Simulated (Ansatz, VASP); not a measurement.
# Cross-check of Si3N4 (amorphous silicon nitride) between VASP and Ansatz, part 2 of 3

Aim: how closely do two programs agree when they are given the same cell, functional and k mesh? The structure shown is the end of the Ansatz relaxation below. Other levels of theory on this material are compared in a session of their own.

VASP 6.6.1 and Ansatz 0.2.0.

So far: Set-up; Ansatz: relaxation, LDA.

## 3. VASP: single point, LDA

Level of this step: LDA; plane waves and PAW (Si, N) (VASP).

The same cell, functional (in two slightly different forms) and mesh now go to VASP, with its own data sets.

Lines of VASP's logs that name or quote its potential files are left out, and so is its time.

INCAR reads:

```
SYSTEM = Si3N4
PREC = Accurate
ENCUT = 600
EDIFF = 1E-06
NELM = 120
ISMEAR = 0
SIGMA = 0.01
LREAL = Auto
ALGO = Normal
GGA = PW92
NBANDS = 232
LORBIT = 11
LWAVE = .FALSE.
LCHARG = .FALSE.
ISIF = 2
LASPH = .TRUE.
GGA_COMPAT = .FALSE.
EFERMI = MIDGAP
NCORE = 2
```

POSCAR reads:

```
Si3N4
1.0
    9.2815460000      0.0000000000      0.0000000000
    0.0000000000      9.3060490000      0.0000000000
    0.0000000000      0.0000000000      9.3634900000
Si N
33 44
Direct
    0.3367800000      0.0200600000      0.2804700000
    0.6302100000      0.2562000000      0.3063700000
    0.7567100000      0.0565000000      0.7462100000
    0.1345700000      0.0445800000      0.4605000000
    0.4694800000      0.6122900000      0.9025100000
    0.4170700000      0.2094600000      0.5333000000
    0.4430500000      0.3406900000      0.0332700000
    0.4568100000      0.5515200000      0.2195800000
    0.8706200000      0.7309000000      0.4517900000
    0.2396900000      0.3016300000      0.2668600000
    0.5045800000      0.8531200000      0.7214500000
    0.3910200000      0.8452400000      0.0466800000
    0.2278800000      0.6902700000      0.7297600000
    0.1736200000      0.5387900000      0.0249300000
    0.6655500000      0.1357700000      0.0232600000
    0.7205900000      0.6408200000      0.6967500000
    0.9562800000      0.8327300000      0.7628000000
    0.1525700000      0.0562900000      0.0378400000
    0.0461400000      0.8131900000      0.0635700000
    0.6859400000      0.0025700000      0.4675600000
    0.3780000000      0.0858300000      0.8450700000
    0.6343100000      0.7999800000      0.2178200000
    0.7185300000      0.5517000000      0.4051500000
    0.1220700000      0.0307900000      0.7118500000
    0.9828000000      0.4683500000      0.7556800000
    0.6934700000      0.3692400000      0.8324000000
    0.7328000000      0.8209700000      0.9730600000
    0.1885000000      0.7143300000      0.3238200000
    0.9076300000      0.1077600000      0.2145600000
    0.4361900000      0.5680900000      0.5259900000
    0.8133100000      0.2808600000      0.5477500000
    0.0692000000      0.4911700000      0.4928600000
    0.9369500000      0.3181400000      0.0429000000
    0.7153500000      0.2363900000      0.7023500000
    0.8574900000      0.7454400000      0.6375200000
    0.5156800000      0.3593800000      0.2055900000
    0.9615900000      0.3728300000      0.5956500000
    0.2940500000      0.4285000000      0.1141300000
    0.5555200000      0.1321100000      0.4231200000
    0.1895700000      0.1084300000      0.8688600000
    0.5368300000      0.4436600000      0.9037500000
    0.3923200000      0.7114100000      0.6488300000
    0.1176300000      0.5586000000      0.6666700000
    0.6185800000      0.5979100000      0.5541800000
    0.6441300000      0.9480200000      0.6396200000
    0.7128300000      0.9975400000      0.9183400000
    0.0340900000      0.4374500000      0.9400900000
    0.2823000000      0.1602200000      0.4064000000
    0.7724300000      0.2842100000      0.9740500000
    0.7400400000      0.3684400000      0.4015700000
    0.6262800000      0.6182200000      0.2632100000
    0.9141000000      0.7691500000      0.9341900000
    0.1253900000      0.4050200000      0.3492100000
    0.2519200000      0.1460900000      0.1596000000
    0.4223800000      0.3892000000      0.5337100000
    0.4891500000      0.1750800000      0.9708900000
    0.4271000000      0.9107700000      0.8772800000
    0.1353000000      0.8442700000      0.7342000000
    0.8022800000      0.5067800000      0.7861100000
    0.8410900000      0.1101500000      0.4817300000
    0.7247500000      0.1328900000      0.1984400000
    0.2131900000      0.9027300000      0.3577000000
    0.2151400000      0.8850500000      0.0492400000
    0.6162400000      0.7246400000      0.8306500000
    0.4606400000      0.6773800000      0.0735900000
    0.3840400000      0.0900500000      0.6671300000
    0.2790500000      0.6146000000      0.8886700000
    0.2467800000      0.3405600000      0.7213500000
    0.7467100000      0.8601900000      0.3627100000
    0.3523200000      0.6235200000      0.3593000000
    0.9605900000      0.0873400000      0.3897000000
    0.9350300000      0.0151100000      0.7463300000
    0.2949900000      0.3500000000      0.8288500000
    0.4754000000      0.9207000000      0.1977300000
    0.0445400000      0.6742600000      0.4288100000
    0.9872000000      0.9915500000      0.1032900000
    0.1092200000      0.6616300000      0.1509100000
```

KPOINTS reads:

```
Automatic mesh
0
Gamma
1 1 1
0 0 0
```

The projector-augmented-wave data sets are Si and N (LDA family, release 64).

Launch:

```bash
$ mpirun -np 8 vasp_gam
```

Numbers of over 12 decimals in the logs are rounded to 6 here.

The log of the run:

```text
[banner, memory and clock lines left out]
running    8 mpi-ranks, on    1 nodes
[...]
|                                                                             |
|               ----> ADVICE to this user running VASP <----                  |
|                                                                             |
|     You enforced a specific xc type in the INCAR file but a different       |
|     [... a line on the potential file left out ...]
|     I HOPE YOU KNOW WHAT YOU ARE DOING!                                     |
|                                                                             |

 LDA part: xc-table for (Slater(with rela. corr.)+PW92), standard interpolation
 POSCAR, INCAR and KPOINTS ok, starting setup
[...]
entering main loop
       N       E                     dE             d eps       ncg     rms          rms(c)
DAV:   1     0.280599826384E+04    0.28060E+04   -0.21682E+05   464   0.168E+03
DAV:   2    -0.478528151271E+03   -0.32845E+04   -0.31021E+04   584   0.348E+02
DAV:   3    -0.750884902525E+03   -0.27236E+03   -0.26940E+03   560   0.102E+02
DAV:   4    -0.757251169843E+03   -0.63663E+01   -0.63289E+01   568   0.167E+01
[...]
DAV:  14    -0.658096342451E+03    0.39310E-05   -0.13822E-04   552   0.290E-02    0.255E-02
DAV:  15    -0.658096345098E+03   -0.26470E-05   -0.28091E-05   536   0.124E-02    0.119E-02
DAV:  16    -0.658096345627E+03   -0.52823E-06   -0.40295E-06   488   0.537E-03
   1 F= -.65809635E+03 E0= -.65809635E+03  d E =0.000000E+00
```

OUTCAR, selected parts (step 3):

```text
  Total        0.4829518      0.3026801      1.3232792      4.8472104     -0.7358754     -8.2162142
  in kB        0.9567335      0.5996131      2.6214324      9.6023835     -1.4577782    -16.2764216
  external PRESSURE =       1.3925930 kB  Pullay stress =       0.0000000 kB

 POSITION                                       TOTAL-FORCE (eV/Angst)
 -----------------------------------------------------------------------------------
      3.12584      0.18668      2.62618         0.020228     -0.009958     -0.012401
      5.84932      2.38421      2.86869        -0.007909      0.004694     -0.015463
      7.02344      0.52579      6.98713         0.002864     -0.003164      0.004597
      1.24902      0.41486      4.31189        -0.016500      0.005164      0.008550
      4.35750      5.69800      8.45064         0.009743     -0.002733     -0.009259
      3.87105      1.94925      4.99355        -0.008903     -0.007715     -0.010724
      4.11219      3.17048      0.31152        -0.016503      0.010880     -0.014346
      4.23990      5.13247      2.05604        -0.006147     -0.010414     -0.012671
      8.08070      6.80179      4.23033        -0.008113     -0.002849     -0.000299
      2.22469      2.80698      2.49874         0.015296     -0.001683     -0.008556
      4.68328      7.93918      6.75529         0.005444      0.003990     -0.005928
      3.62927      7.86584      0.43709        -0.003359      0.005157     -0.008206
      2.11508      6.42369      6.83310        -0.014931      0.012647     -0.006312
      1.61146      5.01401      0.23343        -0.012198     -0.005474      0.002995
[...]
-----------------------------------------------------------------------------------
    total drift:                               -0.007367      0.004513     -0.007844

  FREE ENERGIE OF THE ION-ELECTRON SYSTEM (eV)
  ---------------------------------------------------
  free  energy   TOTEN  =      -658.0963456267 eV

  energy  without entropy=     -658.0963456267  energy(sigma->0) =     -658.09634563

[... 3 further parts left out ...]
[key lines of the parts left out:]
E-fermi :   7.8698
```

The run ends at a pressure of 0.14 GPa, with forces up to 1.3 eV/Å.

## 4. Comparison

Known differences besides the potentials themselves: fixed occupations in Ansatz, narrow Gaussian smearing in VASP; the cutoff is 420 eV in Ansatz and 600 eV in VASP (PREC = Accurate, projectors in real space); VASP's log shows a relativistic correction to its local exchange, Ansatz's none. Total energies have different zeros and are not compared.

Compared:

```
              quantity  Ansatz   VASP  difference
        pressure (GPa)   -0.01   0.14       -0.15
gap on the k mesh (eV)   1.702  1.684      +0.017
```

Forces on 7 of the 77 atoms, those with the largest forces and the largest differences (eV/Å; atoms numbered as in POSCAR):

```
atom          Ansatz x, y, z            VASP x, y, z
Si21    0.002, -0.004, 0.001    0.011, -0.005, 0.037
Si25    -0.002, 0.003, 0.003    -0.003, 0.001, 0.033
 N58    0.006, -0.008, 0.001   0.033, -0.024, -0.002
 N60  -0.003, -0.003, -0.001    -0.084, 0.014, 0.054
 N68     0.008, 0.006, 0.025  -0.519, -0.095, -1.160
 N71   0.004, -0.001, -0.004   0.087, -0.011, -0.053
 N73  -0.011, -0.010, -0.028     0.524, 0.092, 1.166
```

The forces differ by 122 meV/Å r.m.s., where the r.m.s. force is 0.005 eV/Å in Ansatz and 0.120 eV/Å in VASP: the atoms lie near their places of rest in Ansatz, so a percentage would say little (all taken over all components). A gap on the mesh is an upper bound, since the band edges may lie between its points.

## 5. Ansatz: relaxation, PBE with D3(BJ)

This run makes the geometry at which the two programs are then compared. The cell compared in this pair holds 825.28 Å³, against 808.77 Å³ for the pair before.

The structure compared here is the end of the Ansatz relaxation.

input.yaml reads:

```yaml
crystal:
  lattice:
    - [9.42551, 0.0, 0.0]
    - [0.0, 9.44148, 0.0]
    - [0.0, 0.0, 9.48908]
  atoms:
    - { symbol: Si, position: [0.33224, 0.01671, 0.27943] }
    - { symbol: Si, position: [0.63228, 0.25885, 0.30673] }
    - { symbol: Si, position: [0.75738, 0.05689, 0.7469] }
    - { symbol: Si, position: [0.13525, 0.04338, 0.46162] }
    - { symbol: Si, position: [0.46931, 0.61054, 0.90341] }
    - { symbol: Si, position: [0.41952, 0.21011, 0.53255] }
    - { symbol: Si, position: [0.44661, 0.34143, 0.03612] }
    - { symbol: Si, position: [0.45932, 0.55456, 0.22137] }
    - { symbol: Si, position: [0.86974, 0.72978, 0.45291] }
    - { symbol: Si, position: [0.23708, 0.29932, 0.26669] }
    - { symbol: Si, position: [0.50539, 0.85262, 0.72283] }
    - { symbol: Si, position: [0.39108, 0.84452, 0.04649] }
    - { symbol: Si, position: [0.22763, 0.68912, 0.72964] }
    - { symbol: Si, position: [0.17512, 0.53638, 0.02342] }
    - { symbol: Si, position: [0.66655, 0.13797, 0.02308] }
    - { symbol: Si, position: [0.71943, 0.64091, 0.69692] }
    - { symbol: Si, position: [0.95488, 0.83113, 0.76347] }
    - { symbol: Si, position: [0.15296, 0.05456, 0.03745] }
    - { symbol: Si, position: [0.04724, 0.81207, 0.06342] }
    - { symbol: Si, position: [0.68723, 0.00511, 0.46926] }
    - { symbol: Si, position: [0.37937, 0.08649, 0.84461] }
    - { symbol: Si, position: [0.63449, 0.80318, 0.2211] }
    - { symbol: Si, position: [0.71694, 0.5536, 0.40663] }
    - { symbol: Si, position: [0.12029, 0.02722, 0.71383] }
    - { symbol: Si, position: [0.98108, 0.47084, 0.75408] }
    - { symbol: Si, position: [0.69429, 0.36975, 0.83242] }
    - { symbol: Si, position: [0.73297, 0.82376, 0.9744] }
    - { symbol: Si, position: [0.18706, 0.71245, 0.3232] }
    - { symbol: Si, position: [0.90817, 0.10635, 0.21446] }
    - { symbol: Si, position: [0.43587, 0.5673, 0.52639] }
    - { symbol: Si, position: [0.81368, 0.28248, 0.54733] }
    - { symbol: Si, position: [0.06872, 0.49054, 0.49238] }
    - { symbol: Si, position: [0.9374, 0.3185, 0.04024] }
    - { symbol: "N", position: [0.71846, 0.23695, 0.70305] }
    - { symbol: "N", position: [0.8567, 0.74426, 0.63822] }
    - { symbol: "N", position: [0.51895, 0.36302, 0.20573] }
    - { symbol: "N", position: [0.96007, 0.37542, 0.59505] }
    - { symbol: "N", position: [0.29243, 0.42287, 0.11162] }
    - { symbol: "N", position: [0.55961, 0.13575, 0.42443] }
    - { symbol: "N", position: [0.19059, 0.10596, 0.86863] }
    - { symbol: "N", position: [0.53686, 0.44293, 0.90367] }
    - { symbol: "N", position: [0.39095, 0.7122, 0.64821] }
    - { symbol: "N", position: [0.11588, 0.56005, 0.66555] }
    - { symbol: "N", position: [0.61735, 0.59857, 0.55501] }
    - { symbol: "N", position: [0.64503, 0.94882, 0.64067] }
    - { symbol: "N", position: [0.71373, 0.99958, 0.9193] }
    - { symbol: "N", position: [0.03309, 0.43855, 0.93822] }
    - { symbol: "N", position: [0.28448, 0.15707, 0.40677] }
    - { symbol: "N", position: [0.77267, 0.28582, 0.97376] }
    - { symbol: "N", position: [0.74089, 0.37124, 0.40181] }
    - { symbol: "N", position: [0.62667, 0.62178, 0.26463] }
    - { symbol: "N", position: [0.91286, 0.77, 0.93553] }
    - { symbol: "N", position: [0.12671, 0.40285, 0.35137] }
    - { symbol: "N", position: [0.24893, 0.14355, 0.16115] }
    - { symbol: "N", position: [0.42416, 0.38929, 0.53113] }
    - { symbol: "N", position: [0.4895, 0.17582, 0.97319] }
    - { symbol: "N", position: [0.42791, 0.91186, 0.87771] }
    - { symbol: "N", position: [0.13321, 0.84165, 0.73563] }
    - { symbol: "N", position: [0.80094, 0.50765, 0.78589] }
    - { symbol: "N", position: [0.84223, 0.11243, 0.48162] }
    - { symbol: "N", position: [0.72636, 0.13541, 0.19788] }
    - { symbol: "N", position: [0.21109, 0.9005, 0.35903] }
    - { symbol: "N", position: [0.21555, 0.88419, 0.04972] }
    - { symbol: "N", position: [0.61545, 0.72462, 0.83073] }
    - { symbol: "N", position: [0.45934, 0.67637, 0.07316] }
    - { symbol: "N", position: [0.38879, 0.09363, 0.66813] }
    - { symbol: "N", position: [0.27981, 0.61317, 0.88736] }
    - { symbol: "N", position: [0.24188, 0.33801, 0.71497] }
    - { symbol: "N", position: [0.74629, 0.86246, 0.36454] }
    - { symbol: "N", position: [0.35175, 0.62353, 0.35888] }
    - { symbol: "N", position: [0.96201, 0.08776, 0.38924] }
    - { symbol: "N", position: [0.93444, 0.01279, 0.74608] }
    - { symbol: "N", position: [0.29094, 0.3486, 0.82059] }
    - { symbol: "N", position: [0.47303, 0.91968, 0.19864] }
    - { symbol: "N", position: [0.04189, 0.6718, 0.42559] }
    - { symbol: "N", position: [0.98834, 0.99068, 0.10379] }
    - { symbol: "N", position: [0.10982, 0.65975, 0.14899] }
kpoints:
  mp_grid: { grid: [1, 1, 1] }
hamiltonian:
  xc: pbe
  dispersion: d3bj
scf:
  occupations: { method: fixed }
output:
  forces: true
  stress: true
relax:
  f_tol: 0.04
  max_steps: 60
  cell: { stress_tol: 0.1, fix: [alpha, beta, gamma] }
```

Launch:

```bash
$ ansatz run input.yaml --threads 4 --pin off --max-ram 15360MiB --backend cpu --events-out ev --progress --plain --runs-dir out
```

The log of the run:

```text
[...]
Crystal: 77 atoms, lattice volume = 844.440 Å³
Basis set: ecut = 420 eV, 16535 PW (Γ), exchange–correlation on 128×128×128 points (8 copies of the dense FFT grid, shifted against one another)
Bands: 253, of which v1, the nominal top of the filled ones, is band 176 counted from 1 (175 counted from 0)
Symmetry: 1 space group operations
[...]
k-points: 1
[...]
- { symbol: N, position: [0.517583, 0.360592, 0.206206] }
    - { symbol: N, position: [0.962300, 0.371699, 0.596630] }
    - { symbol: N, position: [0.293457, 0.426115, 0.113288] }
    - { symbol: N, position: [0.556057, 0.131905, 0.422117] }
    - { symbol: N, position: [0.189518, 0.108896, 0.869340] }
    - { symbol: N, position: [0.535715, 0.442702, 0.903184] }
[...]
- { symbol: N, position: [0.475589, 0.920813, 0.197779] }
    - { symbol: N, position: [0.044628, 0.674867, 0.427954] }
    - { symbol: N, position: [0.987003, 0.990914, 0.103267] }
    - { symbol: N, position: [0.108461, 0.660422, 0.151033] }
[key lines of the parts left out:]
P = ⅓ Tr σ = 0.0007 GPa (0.007 kbar)
```

(Part 2 of 3 ends here.)

[Lines on the potential files, build, host, timing and source positions are cut from VASP's logs without a mark.]

[Logs are printed without paths, hosts, clocks, repeated set-up lines and the standing remarks that a program may print on its own settings, such as how far it seeks lower states.]

[Hosts, paths, dates, database ids (printed as entryN), source tags and the programs' standing remarks are cut or masked in the printed files.]
